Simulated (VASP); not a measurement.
Input:

```
CELL_PARAMETERS angstrom
      1.88725    -3.26881     0.00000
      1.88725     3.26881     0.00000
      0.00000     0.00000     6.14352
ATOMIC_POSITIONS crystal
  Zr 0.00000 0.00000 0.00000
  Se 0.33333 0.66667 0.25867
  Se 0.66667 0.33333 0.74133
```

These are optB86b-vdW, VASP's PBE PAW potentials (set 64) (plane waves; VASP) values and carry that method's errors. Numerical set-up: 520 eV cut-off, Gaussian smearing of 0.050 eV, potentials Zr_sv Se.

Problem. Give the energies of bands 7 to 15 at the high-symmetry points, in eV from the valence-band maximum.

Solution. 
```json
[
 {"band": "7", "Γ": "-4.85", "M": "-4.67", "K": "-3.85", "A": "-3.58", "L": "-4.76", "H": "-3.80"},
 {"band": "8", "Γ": "-2.66", "M": "-2.99", "K": "-3.64", "A": "-2.60", "L": "-3.76", "H": "-3.80"},
 {"band": "9", "Γ": "-2.66", "M": "-2.79", "K": "-3.64", "A": "-2.60", "L": "-2.71", "H": "-3.36"},
 {"band": "10", "Γ": "-0.06", "M": "-2.48", "K": "-2.40", "A": "-2.31", "L": "-2.64", "H": "-2.55"},
 {"band": "11", "Γ": "-0.06", "M": "-2.31", "K": "-2.40", "A": "-0.27", "L": "-1.01", "H": "-2.09"},
 {"band": "12", "Γ": "0.00", "M": "-1.41", "K": "-1.81", "A": "-0.27", "L": "-1.01", "H": "-2.09"},
 {"band": "13", "Γ": "1.00", "M": "0.41", "K": "1.72", "A": "0.97", "L": "0.19", "H": "1.77"},
 {"band": "14", "Γ": "1.00", "M": "2.49", "K": "2.52", "A": "0.97", "L": "2.48", "H": "2.04"},
 {"band": "15", "Γ": "1.37", "M": "2.88", "K": "2.52", "A": "1.81", "L": "2.85", "H": "2.04"}
]
```

The gap is indirect, 0.19 eV, from the valence maximum at Γ to the conduction minimum at L.

The compound is ZrSe2 in the 1T layered structure. It was relaxed first.
